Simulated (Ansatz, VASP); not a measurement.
## Sr2FeH6 in two plane-wave programs

Aim: how closely do two programs agree when they are given the same cell, functional and k mesh? The cell is taken from a series of runs on this material, whose earlier steps may have relaxed, scaled, displaced or heated it; both programs get it as it stands.

Program: Ansatz 0.2.0. Level of theory: plane waves, with VASP 6.6.1 beside it; dielectric response at LDA. Results are calculated unless marked as measured.

## (1) The starting structure

The structure is cubic, space group Fm-3m (No. 225). Conventional cell: a = 7.415 Å, b = 7.415 Å, c = 7.415 Å, α = 90.00°, β = 90.00°, γ = 90.00°. Nearest to Sr lie 12 H at 2.63 Å. Fe has 6 H at 1.61 Å nearest. H has 1 Fe at 1.61 Å and 4 H at 2.28 Å and 4 Sr at 2.63 Å nearest. Farther neighbours are not listed.

## (2) VASP: dielectric response, LDA

The response to a field tests empty states and converges slowly with the mesh.

Lines of VASP's logs that name or quote its potential files are left out, and so is its time.

INCAR

```
SYSTEM = Sr2FeH6
PREC = Accurate
ENCUT = 520
EDIFF = 1E-08
NELM = 120
ISMEAR = 0
SIGMA = 0.01
LREAL = .FALSE.
ALGO = Normal
GGA = CA
NBANDS = 26
LASPH = .TRUE.
LORBIT = 11
LWAVE = .FALSE.
LCHARG = .FALSE.
ISIF = 2
LEPSILON = .TRUE.
GGA_COMPAT = .FALSE.
KPAR = 2
```

POSCAR

```
Sr2FeH6
1.0
    0.0000000000      3.7076522500      3.7076522500
    3.7076522500      0.0000000000      3.7076522500
    3.7076522500      3.7076522500      0.0000000000
Sr Fe H
2 1 6
Direct
    0.7500000000      0.7500000000      0.7500000000
    0.2500000000      0.2500000000      0.2500000000
    0.0000000000      0.0000000000      0.0000000000
    0.7824579900      0.7824579900      0.2175420100
    0.2175420100      0.7824579900      0.2175420100
    0.7824579900      0.2175420100      0.2175420100
    0.2175420100      0.2175420100      0.7824579900
    0.7824579900      0.2175420100      0.7824579900
    0.2175420100      0.7824579900      0.7824579900
```

KPOINTS

```
Automatic mesh
0
Gamma
6 6 6
0 0 0
```

The projector-augmented-wave data sets are Sr_sv, Fe and H (LDA family, release 64).

Launch:

```sh
mpirun -np 2 vasp_std
```

Numbers of over 12 decimals in the logs are rounded to 6 here.

What it wrote:

```text
[banner, memory and clock lines left out]
running    2 mpi-ranks, on    1 nodes
 distrk:  each k-point on    1 cores,    2 groups
 distr:  one band on    1 cores,    1 groups

 POSCAR found type information on POSCAR SrFeH
 POSCAR found :  3 types and       9 ions
 LDA part: xc-table for (Slater(with rela. corr.)+CA(PZ))
 , standard interpolation
 POSCAR, INCAR and KPOINTS ok, starting setup
 FFT: planning ... GRIDC
 FFT: planning ... GRID_SOFT
 FFT: planning ... GRID
 WAVECAR not read
 entering main loop
       N       E                     dE             d eps       ncg     rms          rms(c)
DAV:   1     0.241121029065E+03    0.24112E+03   -0.15182E+04   832   0.123E+03
DAV:   2    -0.189617031704E+02   -0.26008E+03   -0.24263E+03   840   0.312E+02
DAV:   3    -0.415833130698E+02   -0.22622E+02   -0.22290E+02  1230   0.950E+01
DAV:   4    -0.432457415174E+02   -0.16624E+01   -0.16547E+01  1432   0.182E+01
DAV:   5    -0.432950542416E+02   -0.49313E-01   -0.49292E-01  1200   0.277E+00    0.307E+01
DAV:   6    -0.434583504817E+02   -0.16330E+00   -0.22356E+01  1164   0.521E+01    0.174E+01
DAV:   7    -0.405902837929E+02    0.28681E+01   -0.20138E+01  1234   0.548E+01    0.199E+01
DAV:   8    -0.393956836239E+02    0.11946E+01   -0.31224E+00  1010   0.168E+01    0.540E+00
DAV:   9    -0.393976770621E+02   -0.19934E-02   -0.34438E-01  1424   0.364E+00    0.151E+00
DAV:  10    -0.393943781904E+02    0.32989E-02   -0.30591E-02  1160   0.141E+00    0.359E-01
DAV:  11    -0.393945031142E+02   -0.12492E-03   -0.15469E-03  1352   0.398E-01    0.129E-01
DAV:  12    -0.393944484023E+02    0.54712E-04   -0.36343E-04  1254   0.174E-01    0.532E-02
DAV:  13    -0.393944365334E+02    0.11869E-04   -0.61372E-05  1342   0.836E-02    0.115E-02
DAV:  14    -0.393944363072E+02    0.22612E-06   -0.87771E-06  1278   0.300E-02    0.694E-03
DAV:  15    -0.393944365892E+02   -0.28190E-06   -0.20848E-06  1238   0.144E-02    0.665E-03
DAV:  16    -0.393944363079E+02    0.28129E-06   -0.65354E-07  1034   0.871E-03    0.125E-03
DAV:  17    -0.393944363107E+02   -0.28917E-08   -0.36204E-08   966   0.100E-03
   1 F= -.39394436E+02 E0= -.39394436E+02  d E =-.421764E-15
 Linear response reoptimize wavefunctions to high precision
DAV:   1    -0.393944363108E+02   -0.80945E-10   -0.17005E-09   756   0.320E-04
DAV:   2    -0.393944363108E+02   -0.14552E-10   -0.42693E-10   568   0.154E-04
 Linear response G [H, r] |phi>, progress :
  Direction:   1
       N       E                     dE             d eps       ncg     rms
RMM:   1    -0.120984903146E+03   -0.12098E+03    0.10170E+03  1623   0.139E+02
RMM:   2    -0.115357792570E+03    0.56271E+01   -0.59197E+01  1554   0.413E+01
RMM:   3    -0.117146825023E+03   -0.17890E+01   -0.14978E+01  1879   0.130E+01
RMM:   4    -0.117618188417E+03   -0.47136E+00   -0.37356E+00  2045   0.538E+00
RMM:   5    -0.117765815317E+03   -0.14763E+00   -0.12123E+00  2109   0.256E+00
RMM:   6    -0.117799001081E+03   -0.33186E-01   -0.33718E-01  2140   0.133E+00
RMM:   7    -0.117808166437E+03   -0.91654E-02   -0.11148E-01  2147   0.713E-01
RMM:   8    -0.117810915874E+03   -0.27494E-02   -0.36181E-02  2180   0.391E-01
RMM:   9    -0.117811995270E+03   -0.10794E-02   -0.13959E-02  2160   0.219E-01
RMM:  10    -0.117812127680E+03   -0.13241E-03   -0.11817E-02  2162   0.129E-01
RMM:  11    -0.117812212490E+03   -0.84811E-04   -0.18973E-03  2139   0.767E-02
RMM:  12    -0.117812192529E+03    0.19961E-04   -0.38518E-03  2103   0.489E-02
RMM:  13    -0.117812231236E+03   -0.38707E-04   -0.14774E-03  2072   0.328E-02
RMM:  14    -0.117812395042E+03   -0.16381E-03   -0.35953E-03  2045   0.244E-02
RMM:  15    -0.117812390519E+03    0.45225E-05   -0.28643E-03  2005   0.193E-02
RMM:  16    -0.117812434741E+03   -0.44222E-04   -0.31581E-03  1991   0.165E-02
RMM:  17    -0.117812461143E+03   -0.26401E-04   -0.36604E-03  1986   0.147E-02
RMM:  18    -0.117812460399E+03    0.74439E-06   -0.32660E-03  1989   0.138E-02
RMM:  19    -0.117812461221E+03   -0.82202E-06   -0.37452E-03  1997   0.131E-02
RMM:  20    -0.117812464973E+03   -0.37526E-05   -0.32201E-03  1994   0.128E-02
RMM:  21    -0.117812471136E+03   -0.61633E-05   -0.40434E-03  1992   0.126E-02
 Linear response G [H, r] |phi>, progress :
  Direction:   2
       N       E                     dE             d eps       ncg     rms
RMM:   1    -0.120384010084E+03   -0.12038E+03    0.10152E+03  1606   0.138E+02
RMM:   2    -0.114937762996E+03    0.54462E+01   -0.61300E+01  1565   0.418E+01
RMM:   3    -0.116632126462E+03   -0.16944E+01   -0.15323E+01  1860   0.131E+01
RMM:   4    -0.117120053324E+03   -0.48793E+00   -0.37162E+00  2029   0.532E+00
RMM:   5    -0.117265899521E+03   -0.14585E+00   -0.11719E+00  2096   0.258E+00
RMM:   6    -0.117296984182E+03   -0.31085E-01   -0.33937E-01  2131   0.136E+00
RMM:   7    -0.117306191216E+03   -0.92070E-02   -0.10244E-01  2128   0.740E-01
RMM:   8    -0.117309937640E+03   -0.37464E-02   -0.38187E-02  2159   0.418E-01
[...]
RMM:  17    -0.122878020769E+01    0.64684E-08   -0.13087E-06  1879   0.123E-03
RMM:  18    -0.122878021512E+01   -0.74281E-08   -0.26063E-06  1816   0.119E-03
RMM:  19    -0.122878021443E+01    0.69317E-09   -0.16677E-06  1785   0.116E-03
RMM:  20    -0.122878021615E+01   -0.17205E-08   -0.19035E-06  1758   0.114E-03
[...]
RMM:   8    -0.109294579535E+01   -0.13212E-02   -0.13885E-03  3942   0.109E-01    0.102E-01
RMM:   9    -0.109366448830E+01   -0.71869E-03   -0.45365E-04  3679   0.689E-02    0.171E-02
RMM:  10    -0.109423530291E+01   -0.57081E-03   -0.16456E-04  3908   0.380E-02    0.164E-02
RMM:  11    -0.109421179183E+01    0.23511E-04   -0.91450E-05  4062   0.199E-02    0.728E-03
RMM:  12    -0.109421513422E+01   -0.33424E-05   -0.50503E-05  3902   0.118E-02    0.425E-03
RMM:  13    -0.109421118845E+01    0.39458E-05   -0.77324E-06  4130   0.648E-03    0.239E-03
RMM:  14    -0.109420567308E+01    0.55154E-05    0.11278E-05  3921   0.429E-03    0.709E-04
[...]
RMM:  18    -0.109421131344E+01    0.87626E-06    0.10842E-05  3902   0.111E-03    0.123E-04
RMM:  19    -0.109421319831E+01   -0.18849E-05   -0.24049E-07  3814   0.983E-04    0.694E-05
RMM:  20    -0.109421324467E+01   -0.46356E-07    0.65630E-07  3729   0.921E-04    0.401E-05
RMM:  21    -0.109421324493E+01   -0.26630E-09    0.32263E-06  3591   0.885E-04    0.443E-05
RMM:  22    -0.109421352672E+01   -0.28179E-06    0.71601E-07  3550   0.866E-04    0.214E-05
RMM:  23    -0.109421359385E+01   -0.67126E-07    0.76123E-07  3503   0.855E-04    0.122E-05
RMM:  24    -0.109421352891E+01    0.64939E-07    0.84460E-07  3424   0.848E-04    0.125E-05
RMM:  25    -0.109421360206E+01   -0.73153E-07    0.20663E-06  3441   0.844E-04    0.265E-06
 change of polarisation eV/A/(eV/A) component  1 :     2.048    -0.063    -0.028
 dielectric tensor                  component  1 :     4.636    -0.111    -0.050
 Linear response to external field, progress :
  Direction:   2
       N       E                     dE             d eps       ncg     rms          rms(c)
RMM:   1    -0.774827666711E+00   -0.77483E+00   -0.81998E-01  2837   0.170E+01
RMM:   2    -0.110667444397E+01   -0.33185E+00    0.18103E-01  2569   0.408E+00    0.241E+00
RMM:   3    -0.104538010881E+01    0.61294E-01   -0.52978E-02  2764   0.253E+00    0.141E+00
RMM:   4    -0.106985759523E+01   -0.24477E-01   -0.14718E-01  2993   0.206E+00    0.389E-01
RMM:   5    -0.108683785825E+01   -0.16980E-01   -0.42430E-02  3575   0.780E-01    0.189E-01
RMM:   6    -0.109035480614E+01   -0.35169E-02   -0.15879E-02  3730   0.351E-01    0.186E-01
RMM:   7    -0.109157360651E+01   -0.12188E-02   -0.49355E-03  3874   0.175E-01    0.165E-01
RMM:   8    -0.109236367008E+01   -0.79006E-03   -0.13688E-03  3999   0.866E-02    0.128E-01
RMM:   9    -0.109402146632E+01   -0.16578E-02   -0.94332E-05  3366   0.715E-02    0.289E-02
RMM:  10    -0.109424273478E+01   -0.22127E-03   -0.17328E-04  3797   0.360E-02    0.237E-02
RMM:  11    -0.109421267590E+01    0.30059E-04   -0.69557E-05  4054   0.185E-02    0.102E-02
RMM:  12    -0.109422819386E+01   -0.15518E-04   -0.25740E-05  4056   0.101E-02    0.281E-03
RMM:  13    -0.109420136270E+01    0.26831E-04   -0.14503E-05  4038   0.604E-03    0.200E-03
RMM:  14    -0.109420673394E+01   -0.53712E-05    0.17987E-06  4072   0.373E-03    0.958E-04
RMM:  15    -0.109421164970E+01   -0.49158E-05   -0.29713E-05  4154   0.231E-03    0.533E-04
RMM:  16    -0.109421458260E+01   -0.29329E-05   -0.46055E-06  3853   0.177E-03    0.743E-04
RMM:  17    -0.109421327103E+01    0.13116E-05   -0.11385E-05  3924   0.136E-03    0.148E-04
RMM:  18    -0.109421433259E+01   -0.10616E-05   -0.16742E-05  3999   0.113E-03    0.115E-04
RMM:  19    -0.109421467562E+01   -0.34303E-06   -0.21598E-05  3813   0.100E-03    0.858E-05
RMM:  20    -0.109421463263E+01    0.42988E-07   -0.15897E-05  3761   0.939E-04    0.445E-05
RMM:  21    -0.109421489235E+01   -0.25972E-06   -0.22617E-05  3646   0.907E-04    0.153E-05
RMM:  22    -0.109421483964E+01    0.52709E-07   -0.17929E-05  3542   0.888E-04    0.105E-05
RMM:  23    -0.109421516371E+01   -0.32407E-06   -0.23312E-05  3486   0.880E-04    0.332E-06
 change of polarisation eV/A/(eV/A) component  2 :    -0.027     2.048     0.038
 dielectric tensor                  component  2 :    -0.047     4.636     0.068
 Linear response to external field, progress :
  Direction:   3
       N       E                     dE             d eps       ncg     rms          rms(c)
RMM:   1    -0.774863805600E+00   -0.77486E+00   -0.82033E-01  2835   0.170E+01
RMM:   2    -0.110663916813E+01   -0.33178E+00    0.18083E-01  2557   0.408E+00    0.241E+00
RMM:   3    -0.104544788061E+01    0.61191E-01   -0.53180E-02  2760   0.253E+00    0.141E+00
RMM:   4    -0.106971295974E+01   -0.24265E-01   -0.14619E-01  2982   0.207E+00    0.390E-01
RMM:   5    -0.108685250605E+01   -0.17140E-01   -0.43642E-02  3543   0.784E-01    0.187E-01
RMM:   6    -0.109053542078E+01   -0.36829E-02   -0.17297E-02  3721   0.347E-01    0.190E-01
RMM:   7    -0.109153571992E+01   -0.10003E-02   -0.49050E-03  3833   0.173E-01    0.170E-01
RMM:   8    -0.109213871139E+01   -0.60299E-03   -0.10898E-03  4001   0.847E-02    0.141E-01
RMM:   9    -0.109408910255E+01   -0.19504E-02   -0.34751E-04  3350   0.723E-02    0.363E-02
RMM:  10    -0.109423972111E+01   -0.15062E-03   -0.13424E-04  3709   0.360E-02    0.301E-02
RMM:  11    -0.109422640254E+01    0.13319E-04   -0.65111E-05  4050   0.183E-02    0.180E-02
RMM:  12    -0.109426054278E+01   -0.34140E-04   -0.33719E-05  3990   0.101E-02    0.102E-02
RMM:  13    -0.109420750006E+01    0.53043E-04   -0.17135E-05  3913   0.706E-03    0.195E-03
RMM:  14    -0.109421289615E+01   -0.53961E-05   -0.68544E-06  4026   0.400E-03    0.155E-03
RMM:  15    -0.109421551336E+01   -0.26172E-05   -0.26164E-05  4080   0.253E-03    0.966E-04
RMM:  16    -0.109421602378E+01   -0.51042E-06    0.72733E-06  3938   0.185E-03    0.510E-04
RMM:  17    -0.109421717036E+01   -0.11466E-05   -0.22525E-05  4046   0.142E-03    0.323E-04
RMM:  18    -0.109421747028E+01   -0.29991E-06    0.27747E-06  3977   0.118E-03    0.232E-04
RMM:  19    -0.109421761578E+01   -0.14550E-06   -0.20874E-05  3883   0.106E-03    0.993E-05
RMM:  20    -0.109421696460E+01    0.65117E-06   -0.13880E-06  3834   0.100E-03    0.603E-05
RMM:  21    -0.109421730251E+01   -0.33790E-06   -0.18559E-05  3603   0.966E-04    0.360E-05
RMM:  22    -0.109421732202E+01   -0.19519E-07   -0.49369E-06  3580   0.947E-04    0.152E-05
RMM:  23    -0.109421760511E+01   -0.28308E-06   -0.18231E-05  3489   0.938E-04    0.879E-06
 change of polarisation eV/A/(eV/A) component  3 :     0.019     0.008     2.048
 dielectric tensor                  component  3 :     0.033     0.015     4.636
 Born effective charges drift removed
```

Parts of OUTCAR (step 2):

```text
ion  position               nearest neighbor table
   1  0.750  0.750  0.750-   4 2.63   8 2.63   9 2.63   4 2.63   5 2.63   6 2.63   6 2.63   7 2.63
                             8 2.63   5 2.63   7 2.63   9 2.63   3 3.21   3 3.21   3 3.21   3 3.21
   2  0.250  0.250  0.250-   4 2.63   6 2.63   8 2.63   4 2.63   5 2.63   9 2.63   7 2.63   8 2.63
                             9 2.63   5 2.63   6 2.63   7 2.63   3 3.21   3 3.21   3 3.21   3 3.21
   3  0.000  0.000  0.000-   4 1.61   5 1.61   6 1.61   7 1.61   8 1.61   9 1.61   1 3.21   1 3.21
                             1 3.21   2 3.21   1 3.21   2 3.21   2 3.21   2 3.21
   4  0.782  0.782  0.218-   3 1.61   1 2.63   1 2.63   2 2.63   2 2.63
   5  0.218  0.782  0.218-   3 1.61   1 2.63   2 2.63   1 2.63   2 2.63
   6  0.782  0.218  0.218-   3 1.61   1 2.63   2 2.63   1 2.63   2 2.63
   7  0.218  0.218  0.782-   3 1.61   1 2.63   2 2.63   1 2.63   2 2.63
   8  0.782  0.218  0.782-   3 1.61   1 2.63   1 2.63   2 2.63   2 2.63
   9  0.218  0.782  0.782-   3 1.61   1 2.63   1 2.63   2 2.63   2 2.63

  LATTYP: Found a face centered cubic cell.
 ALAT       =     7.4153045000

 Subroutine GETGRP returns: Found 48 space group operations
 (whereof 48 operations were pure point group operations)

The static configuration has the point symmetry O_h .

 Found     16 irreducible k-points:

   k-points           NKPTS =     16   k-points in BZ     NKDIM =     16   number of bands    NBANDS=     26

   dimension x,y,z NGX =    40 NGY =   40 NGZ =   40
   dimension x,y,z NGXF=    80 NGYF=   80 NGZF=   80

   ENCUT  =  520.0 eV  38.22 Ry    6.18 a.u.   9.75  9.75  9.75*2*pi/ulx,y,z

   NELECT =      34.0000    total number of electrons

 k-points in reciprocal lattice and weights: Automatic mesh
   0.00000000  0.00000000  0.00000000       0.005
   0.16666667  0.00000000  0.00000000       0.037
   0.33333333  0.00000000  0.00000000       0.037
   0.50000000  0.00000000  0.00000000       0.019
   0.16666667  0.16666667  0.00000000       0.028
   0.33333333  0.16666667  0.00000000       0.111
   0.50000000  0.16666667  0.00000000       0.111
  -0.33333333  0.16666667  0.00000000       0.111
  -0.16666667  0.16666667  0.00000000       0.056
[...]
-0.33333333  0.33333333  0.16666667       0.111
  -0.33333333  0.50000000  0.16666667       0.056

 average (electrostatic) potential at core
       1 -38.3905       2 -38.3905       3 -46.7981       4 -33.4258       5 -33.4258
       6 -33.4258       7 -33.4258       8 -33.4258       9 -33.4258

  Total       -2.4207211     -2.4207211     -2.4207211     -0.0000000      0.0000000      0.0000000
  in kB      -38.0476955    -38.0476955    -38.0476955     -0.0000000      0.0000000      0.0000000
  external PRESSURE =     -38.0476955 kB  Pullay stress =       0.0000000 kB

  energy-cutoff  :      520.00
  volume of cell :      101.94
      direct lattice vectors                 reciprocal lattice vectors
     0.000000000  3.707652250  3.707652250    -0.134856229  0.134856229  0.134856229
     3.707652250  0.000000000  3.707652250     0.134856229 -0.134856229  0.134856229
     3.707652250  3.707652250  0.000000000     0.134856229  0.134856229 -0.134856229

 POSITION                                       TOTAL-FORCE (eV/Angst)
 -----------------------------------------------------------------------------------
      5.56148      5.56148      5.56148         0.000000     -0.000000      0.000000
      1.85383      1.85383      1.85383         0.000000     -0.000000      0.000000
      0.00000      0.00000      0.00000         0.000000     -0.000000      0.000000
      3.70765      3.70765      5.80216         0.000000     -0.000000      0.156687
      3.70765      1.61314      3.70765         0.000000     -0.156687      0.000000
      1.61314      3.70765      3.70765        -0.156687     -0.000000      0.000000
      3.70765      3.70765      1.61314         0.000000     -0.000000     -0.156687
      3.70765      5.80216      3.70765         0.000000      0.156687      0.000000
      5.80216      3.70765      3.70765         0.156687     -0.000000      0.000000
 -----------------------------------------------------------------------------------
    total drift:                               -0.000000     -0.000000      0.000000

 MACROSCOPIC STATIC DIELECTRIC TENSOR (including local field effects in DFT)
 ------------------------------------------------------
           4.636223     0.000000     0.000000
          -0.000000     4.636223     0.000000
           0.000000     0.000000     4.636223
 ------------------------------------------------------

 PIEZOELECTRIC TENSOR (including local field effects)  for field in x, y, z        (C/m^2)
          XX          YY          ZZ          XY          YZ          ZX
  --------------------------------------------------------------------------------
  x     0.00000     0.00000     0.00000     0.00000     0.00000     0.00000
  y     0.00000     0.00000     0.00000     0.00000     0.00000     0.00000
  z     0.00000     0.00000     0.00000     0.00000     0.00000     0.00000

 BORN EFFECTIVE CHARGES (including local field effects) (in |e|, cummulative output)
 ---------------------------------------------------------------------------------
 ion    1
    1     2.24691     0.00000     0.00000
    2     0.00000     2.24691     0.00000
    3    -0.00000     0.00000     2.24691
 ion    2
    1     2.24691     0.00000     0.00000
    2     0.00000     2.24691     0.00000
    3    -0.00000     0.00000     2.24691
 ion    3
    1    -2.16140     0.00000     0.00000
    2    -0.00000    -2.16140    -0.00000
    3     0.00000     0.00000    -2.16140
 ion    4
    1    -0.14613     0.00000     0.00000
    2    -0.00000    -0.14613     0.00000
    3    -0.00000    -0.00000    -0.87396
 ion    5
    1    -0.14613     0.00000     0.00000
    2    -0.00000    -0.87396     0.00000
    3     0.00000     0.00000    -0.14613
 ion    6
    1    -0.87396     0.00000    -0.00000
    2     0.00000    -0.14613    -0.00000
    3     0.00000     0.00000    -0.14613
 ion    7
    1    -0.14613     0.00000     0.00000
    2    -0.00000    -0.14613     0.00000
    3     0.00000    -0.00000    -0.87396
 ion    8
    1    -0.14613     0.00000     0.00000
    2    -0.00000    -0.87396     0.00000
    3     0.00000     0.00000    -0.14613
 ion    9
    1    -0.87396     0.00000     0.00000
    2     0.00000    -0.14613    -0.00000
    3     0.00000     0.00000    -0.14613
```

This run has no spin polarisation, so a moment on Fe, if there is one, isn't seen. The dielectric response converges more slowly with the mesh than energies do, so tensor and charges may still move on a finer one.

(Part 1 of 2 ends here.)

[Lines on the potential files, build, host, timing and source positions are cut from VASP's logs without a mark.]

[Logs are printed without paths, hosts, clocks, repeated set-up lines and the standing remarks that a program may print on its own settings, such as how far it seeks lower states.]

[Hosts, paths, dates, database ids (printed as entryN), source tags and the programs' standing remarks are cut or masked in the printed files.]
